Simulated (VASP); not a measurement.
# SbW2 (Fm-3m) in VASP: a series of runs

Aim: see how the results for SbW2 move with the level of theory and the settings. Levels: RPBE, revPBE, BLYP. Tasks: relaxation of cell and atoms.

Program: VASP 6.6.1. These are calculated values, not measurements. Logs are shortened: lines on timing, memory, paths and dates and some standing lists are left out, and cuts for length are marked.

## 1. The crystal as given

It takes space group Fm-3m (No. 225, cubic). Conventional cell: a = 6.266 Å, b = 6.266 Å, c = 6.266 Å, α = 90.00°, β = 90.00°, γ = 90.00°. Around Sb (site symmetry m-3m) lie 8 W at 2.71 Å. W (site symmetry -43m) is surrounded by 4 Sb at 2.71 Å.

The cell was built by a generator and needn't be a form met in nature.

## 2. Relaxation of cell and atoms, RPBE

Contents of INCAR:

```
SYSTEM = SbW2
  PREC = Accurate
  ENCUT = 600
  EDIFF = 1E-6
  ISMEAR = -1
  SIGMA = 0.05
  LREAL = .False.
  LASPH = .True.
  NELM = 100
  ALGO = Fast
  ISIF = 3
  LWAVE = .False.
  LCHARG = .False.
  GGA = RP
  IBRION = 2
  NSW = 60
  EDIFFG = -0.02
```

Contents of KPOINTS:

```
regular mesh
0
Gamma
  7 7 7
  0 0 0
```

Contents of POSCAR:

```
SbW2
1.0
    0.0000000000      3.1330100000      3.1330100000
    3.1330100000      0.0000000000      3.1330100000
    3.1330100000      3.1330100000      0.0000000000
Sb W
1 2
Direct
    0.5000000000      0.5000000000      0.5000000000
    0.2500000000      0.2500000000      0.2500000000
    0.7500000000      0.7500000000      0.7500000000
```

Potentials or basis: VASP PAW PBE potentials, release 64 (Sb, W_sv).

Started as:

```console
cat potpaw_PBE.64/Sb/POTCAR potpaw_PBE.64/W_sv/POTCAR > POTCAR
mpirun -np 1 vasp_std > vasp.out
```

OUTCAR:

```text
SYSTEM = SbW2
   PREC = Accurate
   ENCUT = 600
   EDIFF = 1E-6
   ISMEAR = -1
   LREAL = .False.
   LASPH = .True.
   NELM = 100
   ISIF = 3
   GGA = RP
   IBRION = 2
   NSW = 60
   EDIFFG = -0.02

 ion  position               nearest neighbor table
   1  0.500  0.500  0.500-   2 2.71   2 2.71   2 2.71   3 2.71   3 2.71   3 2.71   3 2.71   2 2.71

   2  0.250  0.250  0.250-   1 2.71   1 2.71   1 2.71   1 2.71   3 3.13   3 3.13   3 3.13   3 3.13
                             3 3.13   3 3.13
   3  0.750  0.750  0.750-   1 2.71   1 2.71   1 2.71   1 2.71   2 3.13   2 3.13   2 3.13   2 3.13
                             2 3.13   2 3.13

  LATTYP: Found a face centered cubic cell.
 ALAT       =     6.2660200000

  Lattice vectors:

 A1 = (   0.0000000000,   3.1330100000,   3.1330100000)
 A2 = (   3.1330100000,   0.0000000000,   3.1330100000)
 A3 = (   3.1330100000,   3.1330100000,   0.0000000000)

Analysis of symmetry for initial positions (statically):
=====================================================================
 Subroutine PRICEL returns:
 Original cell was already a primitive cell.

 Routine SETGRP: Setting up the symmetry group for a
 face centered cubic supercell.

 Subroutine GETGRP returns: Found 48 space group operations
 (whereof 48 operations were pure point group operations)
 out of a pool of 48 trial point group operations.

The static configuration has the point symmetry O_h .

Analysis of symmetry for dynamics (positions and initial velocities):
=====================================================================
 Subroutine PRICEL returns:
 Original cell was already a primitive cell.

 Routine SETGRP: Setting up the symmetry group for a
 face centered cubic supercell.

 Subroutine GETGRP returns: Found 48 space group operations
 (whereof 48 operations were pure point group operations)
 out of a pool of 48 trial point group operations.

The dynamic configuration has the point symmetry O_h .

 Subroutine INISYM returns: Found 48 space group operations
 (whereof 48 operations are pure point group operations),
 and found     1 'primitive' translations

----------------------------------------------------------------------------------------

                                     Primitive cell

  volume of cell :      61.5057

  direct lattice vectors                    reciprocal lattice vectors
[... 74 lines left out ...]
 SYSTEM =  SbW2
   PREC   = accura    normal or accurate (medium, high low for compatibility)
   ISTART =      0    job   : 0-new  1-cont  2-samecut
   ICHARG =      2    charge: 1-file 2-atom 10-const
   ISPIN  =      1    spin polarized calculation?
   LNONCOLLINEAR =      F non collinear calculations
   LSORBIT =      F    spin-orbit coupling
   LASPH  =      T    aspherical Exc in radial PAW
   ENCUT  =  600.0 eV  44.10 Ry    6.64 a.u.   8.85  8.85  8.85*2*pi/ulx,y,z
   NELM   =    100;   NELMIN=  2; NELMDL= -5     # of ELM steps
   EDIFF  = 0.1E-05   stopping-criterion for ELM
   LREAL  =      F    real-space projection
   EDIFFG = -.2E-01   stopping-criterion for IOM
   NSW    =     60    number of steps for IOM
   IBRION =      2    ionic relax: 0-MD 1-quasi-New 2-CG
   NFREE  =      1    steps in history (QN), initial steepest desc. (CG)
   ISIF   =      3    stress and relaxation
   ISYM   =      2    0-nonsym 1-usesym 2-fastsym
   POTIM  = 0.5000    time-step for ionic-motion
   TEBEG  =    0.0;   TEEND  =   0.0 temperature during run
   PSTRESS=    0.0 pullay stress
   NELECT =      33.0000    total number of electrons
   NUPDOWN=      -1.0000    fix difference up-down
   EMIN   =  10.00;   EMAX   =-10.00  energy-range for DOS
   EFERMI =   0.00;   METHOD = LEGACY
   ISMEAR =    -1;   SIGMA  =   0.05  broadening in eV -4-tet -1-fermi 0-gaus
   EFERMI_NEDOS =   21; number of points for ismear=-14 and -15
   IALGO  =     68    algorithm
   IMIX   =      4    mixing-type and parameters
     AMIX     =   0.40;   BMIX     =  1.00
     AMIX_MAG =   1.60;   BMIX_MAG =  1.00
  volume/ion in A,a.u.               =      20.50       138.35
  Fermi-wavevector in a.u.,A,eV,Ry     =   1.330274  2.513853 24.077255  1.769628
  Thomas-Fermi vector in A             =   2.459373
   LORBIT       =      0    0 simple, 1 ext, 2 COOP (PROOUT), +10 PAW based schemes
   GGA     = RP    functional components
   LHFCALC =     F    Hartree Fock is set to
   AEXX    =    0.0000 exact exchange contribution
   IVDW    =     0    specifies the selected vdW correction
   LEPSILON=     F    determine dielectric tensor
   LRPA    =     F    only Hartree local field effects (RPA)
 conjugate gradient relaxation of ions
 non-spin polarized calculation
 RMM-DIIS sequential band-by-band and
  energy-cutoff  :      600.00
  volume of cell :       61.51
 maximum number of plane-waves:      2085
   NGX = 17   NGY = 17   NGZ = 17

--------------------------------------- Ionic step        1  -------------------------------------------

 number of electron      33.0000001 magnetization

 Free energy of the ion-electron system (eV)
  ---------------------------------------------------
  ext. energy  EPLUGINS =         0.00000000
  ---------------------------------------------------
  free energy    TOTEN  =       -24.13106995 eV

  energy without entropy =      -24.09550605  energy(sigma->0) =      -24.11328800

------------------------ aborting loop because EDIFF is reached ----------------------------------------

  FORCE on cell =-STRESS in cart. coord.  units (eV):
  Direction    XX          YY          ZZ          XY          YZ          ZX
  --------------------------------------------------------------------------------------
  -------------------------------------------------------------------------------------
  Total        1.0215440      1.0215440      1.0215440     -0.0000000      0.0000000     -0.0000000
  in kB       26.6104570     26.6104570     26.6104570     -0.0000000      0.0000000     -0.0000000
  external PRESSURE =      26.6104570 kB  Pullay stress =       0.0000000 kB
[... 61 lines left out ...]
--------------------------------------- Ionic step        3  -------------------------------------------

 number of electron      33.0000003 magnetization

 Free energy of the ion-electron system (eV)
  ---------------------------------------------------
  ext. energy  EPLUGINS =         0.00000000
  ---------------------------------------------------
  free energy    TOTEN  =       -24.13902987 eV

  energy without entropy =      -24.10242530  energy(sigma->0) =      -24.12072758

 E-fermi :   9.2382     XC(G=0): -11.6142

 val. band max:        9.2235405038   @ k =  -0.4286   0.1429   0.0000
 cond. band min:       9.2474027045   @ k =   0.2857   0.2857   0.0000
 fundamental gap:      0.0238622007
 Fermi energy:         9.2381557326

 k-point     1 :       0.0000    0.0000    0.0000
  band No.  band energies     occupation
      1     -64.8938      2.00000
      2     -64.8661      2.00000
      3     -29.1828      2.00000
      4     -29.1828      2.00000
      5     -29.1828      2.00000
      6     -29.0063      2.00000
[... 479 lines left out ...]
  FREE ENERGIE OF THE ION-ELECTRON SYSTEM (eV)
  ---------------------------------------------------
  free  energy   TOTEN  =       -24.1390298688 eV

  energy  without entropy=      -24.1024252966  energy(sigma->0) =      -24.12072758

 reached required accuracy - stopping structural energy minimisation
```

OSZICAR:

```text
N       E                     dE             d eps       ncg     rms          rms(c)
DAV:   1     0.375136174733E+03    0.37514E+03   -0.20453E+04   832   0.186E+03
DAV:   2    -0.902222889358E+01   -0.38416E+03   -0.37776E+03   896   0.517E+02
DAV:   3    -0.245967562835E+02   -0.15575E+02   -0.14656E+02   996   0.968E+01
[... 40 lines left out ...]
RMM:   9    -0.241390836149E+02    0.47713E-06   -0.19984E-04  1047   0.107E-01    0.653E-02
RMM:  10    -0.241390970248E+02   -0.13410E-04   -0.45630E-05   806   0.334E-02    0.641E-02
RMM:  11    -0.241390324753E+02    0.64550E-04   -0.19520E-04  1086   0.819E-02    0.189E-02
RMM:  12    -0.241390292206E+02    0.32547E-05   -0.49558E-05   927   0.403E-02    0.712E-03
RMM:  13    -0.241390298688E+02   -0.64817E-06   -0.85388E-06   776   0.158E-02
   3 F= -.24139030E+02 E0= -.24120728E+02  d E =-.795992E-02
```

CONTCAR:

```text
SbW2
   1.00000000000000
    -0.0000000000000000    3.1495157466438140    3.1495157466438140
     3.1495157466438140    0.0000000000000000    3.1495157466438140
     3.1495157466438140    3.1495157466438140   -0.0000000000000000
  Sb              W
     1     2
Direct
     0.5000000000000000    0.5000000000000000    0.5000000000000000
     0.2500000000000000    0.2500000000000000    0.2500000000000000
     0.7500000000000000    0.7500000000000000    0.7500000000000000

  0.00000000E+00  0.00000000E+00  0.00000000E+00
  0.00000000E+00  0.00000000E+00  0.00000000E+00
  0.00000000E+00  0.00000000E+00  0.00000000E+00
```

Run time: 45 s. Hardware: 1 thread of Intel Xeon 6975P-C (Granite Rapids), shared host; peak memory 0.23 GiB.

Results:

- Free energy: -24.1390 eV
- Relaxed volume: 20.83 Å³/atom
- Relaxed cell: a = 4.454 Å, b = 4.454 Å, c = 4.454 Å, α = 60.00°, β = 60.00°, γ = 60.00°
- Space group after relaxing (to 0.05 Å): Fm-3m (No. 225)
- Energy gained by relaxing: 2.7 meV/atom
- Ionic steps: 3
- Pressure after relaxing: 0.0 GPa

The path:
```csv
step,energy change (eV),largest force (eV/Å),pressure (GPa),volume (Å³)
1,0.0000,0.0000,2.66,61.51
2,0.0265,0.0000,-5.03,64.59
3,-0.0080,0.0000,-0.03,62.48
```

Final structure:
```
Sb W
1.0
     0.00000    3.14952    3.14952
     3.14952    0.00000    3.14952
     3.14952    3.14952    0.00000
Sb W
1 2
Direct
  0.50000 0.50000 0.50000
  0.25000 0.25000 0.25000
  0.75000 0.75000 0.75000
```

Levels at points of the mesh, in eV from the Fermi level:
| k point | band 14 | band 15 | band 16 | band 17 | band 18 | band 19 | band 20 |
| --- | --- | --- | --- | --- | --- | --- | --- |
| (0.00, 0.00, 0.00) | -2.99 | 0.80 | 1.61 | 1.61 | 1.61 | 3.42 | 3.42 |

Caveat: the bands computed are all filled at some k points, so no gap is given; the PAW data sets were made with another functional, which shifts forces and pressure a little. The run has no spin-orbit coupling, so splittings on Sb, W are missing.

(Part 1 of 2 ends here.)
